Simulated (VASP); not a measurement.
Here is the system:

```yaml
crystal:
  lattice:
    - [4.41557, 0.00000, 0.00000]
    - [0.00000, 4.41557, 0.00000]
    - [0.00000, 0.00000, 2.91227]
  atoms:
    - { symbol: Cr, position: [0.00000, 0.00000, 0.00000], spin: 2.1 }
    - { symbol: Cr, position: [0.50000, 0.50000, 0.50000], spin: 2.1 }
    - { symbol: O, position: [0.30309, 0.30309, 0.00000], spin: -0.1 }
    - { symbol: O, position: [0.80309, 0.19691, 0.50000], spin: -0.1 }
    - { symbol: O, position: [0.19691, 0.80309, 0.50000], spin: -0.1 }
    - { symbol: O, position: [0.69691, 0.69691, 0.00000], spin: -0.1 }
```

These are rev-vdW-DF2, VASP's PBE PAW potentials (set 64) (plane waves; VASP) values and carry that method's errors. Settings: 520 eV cut-off, 8×8×12 Γ-centred mesh, tetrahedra with Blöchl corrections, potentials Cr_pv O.

Predict the cell moment, energy per atom (σ→0), band gap (on the k-mesh) with the smallest direct gap where there is one.

```
Item                                                         Value
------------------------  ----------------------------------------
band gap (on the k-mesh)  none (metal, semimetal or under 0.01 eV)
cell moment                                                4.00 μB
energy per atom (σ→0)                               -6.685 eV/atom
```

Give the moment on each site (PAW-sphere projection).

```
site  moment (μB)
----  -----------
Cr1          2.06
Cr2          2.06
O3          -0.06
O4          -0.06
O5          -0.06
O6          -0.06
```

Only differences to runs with the same potentials and settings are physical.

The compound is CrO2 in the rutile structure. It was relaxed first.
